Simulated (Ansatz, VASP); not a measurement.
# Cross-check of Si2W between VASP and Ansatz, part 2 of 2

One calculation is typed for both programs; each brings its own data sets. How far apart do they land? The cell is taken from a series of runs on this material, whose earlier steps may have relaxed, scaled, displaced or heated it; both programs get it as it stands.

VASP 6.6.1 and Ansatz 0.2.0.

So far: Set-up; VASP: zone-centre phonons, PBEsol.

## (3) Ansatz: zone-centre phonons, PBEsol

Level of this step: Ansatz beside VASP: Kohn-Sham DFT, plane waves, PBEsol (Ansatz).

Ansatz runs on its PAW soft_1 files.

The same cell, functional, mesh and smearing now go to Ansatz, which takes its cutoff from its data sets.

input.yaml

```yaml
crystal:
  lattice:
    - [-1.6014718129, 1.6014718129, 3.9079583359]
    - [1.6014718129, -1.6014718129, 3.9079583359]
    - [1.6014718129, 1.6014718129, -3.9079583359]
  atoms:
    - { symbol: Si, position: [0.3345353614, 0.3345353614, 0.0] }
    - { symbol: Si, position: [0.6654646386, 0.6654646386, 0.0] }
    - { symbol: W, position: [0.0, 0.0, 0.0] }
kpoints:
  mp_grid: { grid: [20, 20, 20] }
hamiltonian:
  xc: pbesol
  pseudopotentials: { kind: paw, azcp: { folder: soft_1 }, xc_functional: pbe }
scf:
  occupations: { method: methfessel_paxton, width: 0.2 }
output:
  eigenvalues: true
phonons:
  method: dfpt
```

On the command line:

```
$ ansatz run input.yaml --threads 4 --pin off --max-ram 10240MiB --backend cpu --events-out ev --progress --plain --runs-dir out
```

Numbers of over 12 decimals in the logs are rounded to 6 here.

Log:

```text
zone centre: on kpoints.mp_grid the ground state, and the responses unless they are solved on pairs of k-points, stand on 1166 of the mesh's 8000 k-points, reduced under 4 symmetry operations, with k and −k counted as one. Each operation leaves every solved displacement unchanged or reverses it
Engine: ansatz 0.2.0, aarch64-unknown-linux-gnu
Pseudopotentials: kind: paw
Pseudopotential: Si, paw, valence charge 4, recommended cutoff 420 eV (normal), soft_1/Si.paw.azcp
Pseudopotential: W, paw, valence charge 14, recommended cutoff 420 eV (normal), soft_1/W.paw.azcp
Functional definition: PBEsol
  exchange = pbesol_x
  correlation = pbesol_c
Crystal: 3 atoms, lattice volume = 40.091 Å³
Basis set: ecut = 420 eV, 769 PW (Γ), exchange–correlation on 64×64×64 points (8 copies of the dense FFT grid, shifted against one another)
Bands: 15, of which v1, the nominal top of the filled ones, is band 11 counted from 1 (10 counted from 0)
Symmetry: 16 space group operations
k-points: 1166 of 8000 (irreducible under 4 space group operations, time reversal used)
Non-local potential: Si, projectors of the file, l = 0: 2, l = 1: 2, l = 2: 1
Non-local potential: W, projectors of the file, l = 0: 3, l = 1: 2, l = 2: 2, l = 3: 1
PAW form: soft (Blöchl's): semilocal exchange-correlation on the pseudo side does not see the compensation charge
PAW frozen core: Si, regenerated for the run's functional, and the local potential with it (the file was generated under x = pbe(κ = 0.804, μ = 0.219515), c = pbe(β = 0.066725))
PAW frozen core: W, regenerated for the run's functional, and the local potential with it (the file was generated under x = pbe(κ = 0.804, μ = 0.219515), c = pbe(β = 0.066725))
PAW one-centre angular grid: Si, 110 points (default); XC on 64 Gauss nodes
PAW one-centre angular grid: W, 590 points (default); XC on 64 Gauss nodes
Initial density: superposition of atomic densities (chi_scale 0.1, normalization cell, long waves kept (reshape's long-wave potential 0.00 eV rms))
Initial wavefunctions: pseudopotential atomic-orbital guess
Functional: x = pbesol(κ = 0.804, μ = 0.123457), c = pbesol(β = 0.046)
SCF iter   1: F=—  HF=-11502.241113 eV  |F-HF|=—  |Δ(HF+E_count)|=         —  Δρ=4.97e-2  dr2=9.78e-1  ethr=3.10e-3  ⟨swp⟩=5.3  Hψ=101972  notcnv=0
preconditioner: auto → Kerker (q_TF=auto, 2.469 Å⁻¹)  [metal: Δε(μ)=0.019 eV  Ē_g=8.338 eV  σ=0.200 eV  W_gap=0.08  n_scr=10 (ndim 8)  ℏωp=21.9 eV  f_vac=0.000  D(μ)=0.25/eV (n_scr^D=0)]
SCF iter   2: F=—  HF=-11501.992852 eV  |F-HF|=—  |Δ(HF+E_count)|=   2.48e-1  S|Δr|=    0.00e0  Δρ=2.65e-2  dr2=2.16e-1  ethr=3.10e-3  ⟨swp⟩=2.2  Hψ=32090  notcnv=0
SCF iter   3: F=—  HF=-11501.916147 eV  |F-HF|=—  |Δ(HF+E_count)|=   7.67e-2  S|Δr|=    0.00e0  Δρ=6.59e-3  dr2=1.41e-2  ethr=9.83e-4  ⟨swp⟩=2.7  Hψ=31056  notcnv=0
SCF iter   4: F=—  HF=-11501.910924 eV  |F-HF|=—  |Δ(HF+E_count)|=   5.22e-3  S|Δr|=    0.00e0  Δρ=5.10e-4  dr2=5.65e-5  ethr=6.42e-5  ⟨swp⟩=2.7  Hψ=27164  notcnv=0
SCF iter   5: F=—  HF=-11501.910905 eV  |F-HF|=—  |Δ(HF+E_count)|=   1.97e-5  S|Δr|=    0.00e0  Δρ=5.94e-5  dr2=1.02e-6  ethr=2.57e-7  ⟨swp⟩=2.3  Hψ=27315  notcnv=0
SCF iter   6: F=—  HF=-11501.910907 eV  |F-HF|=—  |Δ(HF+E_count)|=   1.92e-6  S|Δr|=    0.00e0  Δρ=1.03e-5  dr2=3.83e-8  ethr=4.63e-9  ⟨swp⟩=2.6  Hψ=26180  notcnv=0
SCF iter   7: F=—  HF=-11501.910907 eV  |F-HF|=—  |Δ(HF+E_count)|=   4.35e-9  S|Δr|=    0.00e0  Δρ=1.60e-6  dr2=1.43e-9  ethr=1.74e-10  ⟨swp⟩=2.4  Hψ=26146  notcnv=0
SCF iter   8: F=—  HF=-11501.910907 eV  |F-HF|=—  |Δ(HF+E_count)|=  3.38e-10  S|Δr|=    0.00e0  Δρ=2.47e-7  dr2=2.65e-11  ethr=6.49e-12  ⟨swp⟩=2.2  Hψ=24670  notcnv=0
SCF iter   9: F=-11501.910907 eV  HF=-11501.910907 eV  |F-HF|=1.82e-12  |Δ(HF+E_count)|=  3.64e-12  S|Δr|=    0.00e0  Δρ=3.08e-8  dr2=5.39e-13  ethr=1.00e-12  ⟨swp⟩=5.2  Hψ=72977  notcnv=0
SCF 1 converged in 9 iterations: F = -11501.910907 eV  dr2 = 5.39e-13
  greatest PAW one-centre occupation: 0.999 electrons in one spin orbital (limit 2), on the W atom at site 2 (counted from 0), in its partial waves of l = 0
DFPT response loops at Γ: preconditioner auto → Kerker (q_TF=auto, 2.469 Å⁻¹) (partly filled bands, converged f_vac=0.000); β = 1.00, the filter's whole step (`scf.mixing.beta` (0.50) is not read by the response loops under this deck's `scf.mixing.preconditioner`; to damp them name `kerker` or `kerker_dos`, under which they read `scf.mixing.beta`, and type it under 1.00, their step now; both keys bind the ground state too); Broyden in place of MSR1
SCF converged after 9 iterations
Stability not checked: this state was not tested for a lower state beside it, because cold or Methfessel-Paxton smearing, or corrected tetrahedra, fill the levels in a way that the test cannot read (fill_not_monotonic; see scf.lower_state_search)
Free energy (F): -11501.910907 eV
Harris-Foulkes:  -11501.910907 eV  (|F-HF|=1.82e-12)
Internal energy: -11501.911976 eV  (E = F + TS)
E sigma→0 (E₀):  -11501.911174 eV
Entropy (-TS):   0.001069 eV (0.356 meV/atom)
Fermi energy:    16.699239 eV
--- Per-component energies (eV) ---
  E_band       = -80.907162
  E_kinetic    = 513.737650
  E_local      = -881.670235  (includes V_loc(G=0)·N_el)
  E_nonlocal   = 21.224449
  E_hartree    = 383.385900
  E_xc         = -382.864268
  E_vxc        = -333.538799  (∫ρ·V_xc dr)
  E_paw        = -9446.681097  (= ΣΔE_a)
  E_vpaw       = -167.432212  (= ΣTr[D̂ρ^β])
  E_aug_tail   = 0.000209  (compensation charges beyond the density's cutoff)
  E_ewald      = -1709.329564
  E_core_change = 0.284979  (= ΣΔE_core)
  E_smearing   = 0.001069  (= −TS)
  E_closure    = -0.000000  (closes the sum)
  Σ components = -11501.910907   (vs F -11501.910907, Δ=0.00e0)
--- Band table (eV; the first three rows and the last of 1166) ---
  k-point 0: bands = [... 7 lower, 13.3200, 13.8545, 13.8545, 17.3462, 19.5383, 19.5972, 19.8483, 19.8483]
  k-point 1: bands = [... 7 lower, 13.3397, 13.6353, 14.1838, 16.9185, 19.4088, 19.8589, 19.9098, 19.9319]
  k-point 2: bands = [... 7 lower, 13.0952, 13.4011, 14.6684, 15.9504, 19.2005, 20.0757, 20.1148, 20.4343]
  k-point 1165: bands = [... 7 lower, 14.1012, 15.8995, 15.8995, 16.2048, 16.2048, 17.5248, 21.2373, 21.6898]
--- Phonons (Γ-DFPT): 4 representative perturbations + reference, on 1166 of 8000 k-points (Σ response iterations 12) ---
  k mesh reduced under 4 symmetry operations, with k and −k counted as one. Each operation leaves every solved displacement unchanged or reverses it
  ASR residual: 1.183e-5 → 0.000e0 eV/Å²; symmetrization residual: 1.644e-6 eV/Å²
  ASR residual per site (eV/Å²): 6.90e-6 6.90e-6 1.18e-5
  Γ frequencies (cm⁻¹): 0.00 0.00 0.00 262.19 262.19 305.43 341.06 341.06 449.04
  non-analytic LO–TO correction: not included (Born effective charges unavailable; polar crystals: no LO–TO splitting at Γ)
```

## (4) Side by side

Known differences besides the potentials themselves: the data sets hold 22 valence electrons in Ansatz (on its PAW soft_1 files) and 14 in VASP; the cutoff is 420 eV in Ansatz and 600 eV in VASP; Ansatz makes its cores anew for this functional, VASP keeps those of its PBE data sets. Total energies have different zeros and are not compared.

Compared:

```
                  quantity  Ansatz   VASP  difference
optical mode 1 to 2 (cm⁻¹)   262.2  264.3     -0.80 %
     optical mode 3 (cm⁻¹)   305.4  307.3     -0.62 %
optical mode 4 to 5 (cm⁻¹)   341.1  343.2     -0.61 %
     optical mode 6 (cm⁻¹)   449.0  451.7     -0.58 %
```

Modes are paired by rising frequency, not by their patterns, so a pair may set unlike modes beside each other; they are those without the splitting of longitudinal modes.

## (5) What came out

| Quantity | Value |
| --- | --- |
| r.m.s. difference of the optical zone-centre modes, each program's sorted by frequency (zone-centre phonons, PBEsol) | 2.2 cm⁻¹ |
| difference in optical mode 1 to 2 (zone-centre phonons, PBEsol) | -0.8 % |

In words: The r.m.s. difference of the optical zone-centre modes, each program's sorted by frequency is 2.2 cm⁻¹ (zone-centre phonons, PBEsol). The data sets hold unlike numbers of valence electrons (22 in Ansatz and 14 in VASP), so part of the differences comes from the potentials. Among the rows given in per cent, the largest difference of the zone-centre phonons, PBEsol pair is in optical mode 1 to 2, -0.8 %. How closely two codes agree says nothing of how well the functional describes the real material.

[Lines on the potential files, build, host, timing and source positions are cut from VASP's logs without a mark.]

[Logs are printed without paths, hosts, clocks, repeated set-up lines and the standing remarks that a program may print on its own settings, such as how far it seeks lower states.]

[Hosts, paths, dates, database ids (printed as entryN), source tags and the programs' standing remarks are cut or masked in the printed files.]
